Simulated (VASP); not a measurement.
Output of a VASP run:

### OUTCAR
```
 ion  position               nearest neighbor table
   1  0.000  0.000  0.000-   2 2.94   3 2.94   2 2.94   3 2.94   3 2.94   2 2.94
   2  0.333  0.667  0.234-   1 2.94   1 2.94   1 2.94
   3  0.667  0.333  0.766-   1 2.94   1 2.94   1 2.94
  LATTYP: Found a hexagonal cell.
 ALAT       =     4.1956800000
 C/A-ratio  =     1.6935824467
 Subroutine PRICEL returns:
 Original cell was already a primitive cell.
 Subroutine GETGRP returns: Found 12 space group operations
The static configuration has the point symmetry D_3d.
The dynamic configuration has the point symmetry D_3d.
 Subroutine INISYM returns: Found 12 space group operations
 Subroutine IBZKPT returns following result:
 Found      2 irreducible k-points:

 Following reciprocal coordinates:
            Coordinates               Weight
  0.000000  0.000000  0.000000      1.000000
  0.500000 -0.000000  0.000000      3.000000
 Subroutine IBZKPT_HF returns following result:
   k-points           NKPTS =      2   k-points in BZ     NKDIM =      4   number of bands    NBANDS=     12
   number of dos      NEDOS =    301   number of ions     NIONS =      3
   total plane-waves  NPLWV =  23040
   dimension x,y,z NGX =    24 NGY =   24 NGZ =   40
   dimension x,y,z NGXF=    48 NGYF=   48 NGZF=   80
   ions per type =               1   2
   PREC   = accura    normal or accurate (medium, high low for compatibility)
   ISTART =      0    job   : 0-new  1-cont  2-samecut
   ICHARG =      2    charge: 1-file 2-atom 10-const
   ISPIN  =      1    spin polarized calculation?
   LNONCOLLINEAR =      F non collinear calculations
   LSORBIT =      F    spin-orbit coupling
   INIWAV =      1    electr: 0-lowe 1-rand  2-diag
   ENCUT  =  300.0 eV  22.05 Ry    4.70 a.u.   5.93  5.93 10.04*2*pi/ulx,y,z
   NELM   =    100;   NELMIN=  2; NELMDL= -5     # of ELM steps
   EDIFF  = 0.1E-05   stopping-criterion for ELM
   LREAL  =      F    real-space projection
   NLSPLINE    = F    spline interpolate recip. space projectors
   LMAXMIX     =    4 max onsite mixed and CHGCAR
   VOSKOWN=      0    Vosko Wilk Nusair interpolation
   EDIFFG = 0.1E-04   stopping-criterion for IOM
   NSW    =      0    number of steps for IOM
   NBLOCK =      1;   KBLOCK =      1    inner block; outer block
   IBRION =     -1    ionic relax: 0-MD 1-quasi-New 2-CG
   NFREE  =      0    steps in history (QN), initial steepest desc. (CG)
   ISIF   =      2    stress and relaxation
   ISYM   =      3    0-nonsym 1-usesym 2-fastsym
   TEIN   =    0.0    initial temperature
   TEBEG  =    0.0;   TEEND  =   0.0 temperature during run
   SMASS  =  -3.00    Nose mass-parameter (am)
   PSTRESS=    0.0 pullay stress
   NELECT =      16.0000    total number of electrons
   EFERMI =   0.00;   METHOD = LEGACY
   ISMEAR =     0;   SIGMA  =   0.01  broadening in eV -4-tet -1-fermi 0-gaus
   IALGO  =     38    algorithm
   LDIAG  =      T    sub-space diagonalisation (order eigenvalues)
   IMIX   =      1    mixing-type and parameters
     AMIX     =   0.40;   BMIX     =  1.00
     AMIX_MAG =   1.60;   BMIX_MAG =  1.00
     AMIN     =   0.10
   GGA     = PE    functional components
   VOSKOWN =     0    Vosko Wilk Nusair interpolation
   LHFCALC =     T    Hartree Fock is set to
   NKREDX  =     1    reduce k-point grid by
   AEXX    =    0.2500 exact exchange contribution
   HFSCREEN=    0.2000 screening length (either q_TF or 0.3 A-1)
   HFRCUT  =    0.0000 spherical cutoff for potential kernel
   AGGAX   =    0.7500 GGA exchange part
   ALDAC   =    1.0000 LDA correlation
   AGGAC   =    1.0000 GGA correlation
  energy-cutoff  :      300.00
  volume of cell :      108.33
      direct lattice vectors                 reciprocal lattice vectors
     4.195680000  0.000000000  0.000000000     0.238340388  0.137605905  0.000000000
    -2.097840000  3.633565000  0.000000000     0.000000000  0.275211810  0.000000000
     0.000000000  0.000000000  7.105730000     0.000000000  0.000000000  0.140731494
 k-point     1 :   0.0000 0.0000 0.0000  plane waves:    1287
 k-point     2 :   0.5000-0.0000 0.0000  plane waves:    1276
 maximum number of plane-waves:      1287
```

### OSZICAR
```
       N       E                     dE             d eps       ncg     rms          rms(c)
DAV:   1    -0.239977838243E+04   -0.23998E+04   -0.43416E+03    48   0.656E+02
DAV:   2    -0.246920590800E+04   -0.69428E+02   -0.61995E+02    76   0.125E+02
DAV:   3    -0.247388406916E+04   -0.46782E+01   -0.46632E+01    56   0.407E+01
DAV:   4    -0.247395939719E+04   -0.75328E-01   -0.75319E-01    56   0.714E+00
DAV:   5    -0.887796416750E+01    0.24651E+04   -0.70688E+00    48   0.164E+01    0.605E+00
DAV:   6    -0.867331718795E+01    0.20465E+00   -0.82581E-01    48   0.518E+00    0.590E+00
DAV:   7    -0.864252337579E+01    0.30794E-01   -0.13269E-01    52   0.202E+00    0.428E+00
DAV:   8    -0.863486622568E+01    0.76572E-02   -0.15643E-02    56   0.767E-01    0.275E+00
DAV:   9    -0.863146893607E+01    0.33973E-02   -0.23220E-03    56   0.347E-01    0.165E+00
DAV:  10    -0.863023486076E+01    0.12341E-02   -0.91770E-04    56   0.225E-01    0.945E-01
DAV:  11    -0.862985305003E+01    0.38181E-03   -0.32401E-04    56   0.137E-01    0.526E-01
DAV:  12    -0.862974064030E+01    0.11241E-03   -0.11135E-04    48   0.827E-02    0.291E-01
DAV:  13    -0.862971257367E+01    0.28067E-04   -0.43169E-05    52   0.519E-02    0.160E-01
DAV:  14    -0.862970810503E+01    0.44686E-05   -0.17588E-05    48   0.335E-02    0.873E-02
DAV:  15    -0.862970944111E+01   -0.13361E-05   -0.71522E-06    48   0.213E-02    0.480E-02
DAV:  16    -0.862971123085E+01   -0.17897E-05   -0.29976E-06    48   0.139E-02    0.262E-02
DAV:  17    -0.862971250000E+01   -0.12691E-05   -0.11665E-06    36   0.904E-03    0.148E-02
DAV:  18    -0.862971327693E+01   -0.77694E-06   -0.69792E-07    32   0.750E-03
   1 F= -.86297133E+01 E0= -.86297133E+01  d E =-.277682E-25
```

File OUTCAR:
```
------------------------ aborting loop because EDIFF is reached ----------------------------------------
  FORCE on cell =-STRESS in cart. coord.  units (eV):
  Direction    XX          YY          ZZ          XY          YZ          ZX
  --------------------------------------------------------------------------------------
  Total        2.1526316      2.1526311     -1.4927668     -0.0000000      0.0000000     -0.0000000
  in kB       31.8373057     31.8372975    -22.0779406     -0.0000000      0.0000000     -0.0000000
  external PRESSURE =      13.8655542 kB  Pullay stress =       0.0000000 kB
  volume of cell :      108.33
      direct lattice vectors                 reciprocal lattice vectors
     4.195680000  0.000000000  0.000000000     0.238340388  0.137605905  0.000000000
    -2.097840000  3.633565000  0.000000000     0.000000000  0.275211810  0.000000000
     0.000000000  0.000000000  7.105730000     0.000000000  0.000000000  0.140731494
 POSITION                                       TOTAL-FORCE (eV/Angst)
 -----------------------------------------------------------------------------------
      0.00000      0.00000      0.00000         0.000000      0.000000      0.000000
     -0.00000      2.42238      1.66331        -0.000000      0.000000     -0.175705
      2.09784      1.21119      5.44242         0.000000      0.000000      0.175705
 -----------------------------------------------------------------------------------
    total drift:                               -0.000000     -0.000000      0.000000
  FREE ENERGIE OF THE ION-ELECTRON SYSTEM (eV)
  ---------------------------------------------------
  free  energy   TOTEN  =        -8.6297132769 eV

  energy  without entropy=       -8.6297132769  energy(sigma->0) =       -8.62971328

  exchange ACFDT corr.  =         0.00000000  see jH, gK, PRB 81, 115126
```
(Selected blocks of OUTCAR.)

POSCAR:
```
MgI2
1
    4.1956800000     0.0000000000     0.0000000000
   -2.0978400000     3.6335650000     0.0000000000
    0.0000000000     0.0000000000     7.1057300000
Mg I
1 2
Direct
  0.0000000000   0.0000000000   0.0000000000
  0.3333330000   0.6666670000   0.2340800000
  0.6666670000   0.3333330000   0.7659200000
```

Problem. Write an INCAR and KPOINTS that could have produced this output.

Solution. Several could match; the one computed here: the input of the run itself, HSE06 screened hybrid, plane waves, VASP's PBE PAW potentials (set 64).

File KPOINTS:
```
Automatic mesh
0
Gamma
2 2 1
0 0 0
```

INCAR:
```
SYSTEM = MgI2
PREC = Accurate; ENCUT = 300; LREAL = .FALSE.
LASPH = .TRUE.; ISYM = 3
EDIFF = 1E-6; NELM = 100; ALGO = Normal
LMAXMIX = 4
ISMEAR = 0; SIGMA = 0.01
GGA = PE; LHFCALC = .TRUE.; AEXX = 0.25
HFSCREEN = 0.2; PRECFOCK = Fast
ISIF = 2
LWAVE = .FALSE.; LCHARG = .FALSE.
```

POTCAR, in this order: Mg I (PBE.64 set). Program: vasp_std.

The structure comes from a computed database's MgI2 entry; how it stands against other phases isn't given here. The cell was not relaxed at this level. The k-mesh is coarse (spacing up to 0.88 per Å, 2π included), so the numbers may not be converged in it. The run is one of a series of settings (KPOINTS 2×2×1 Γ-centred mesh against the base run), some of them coarse on purpose.
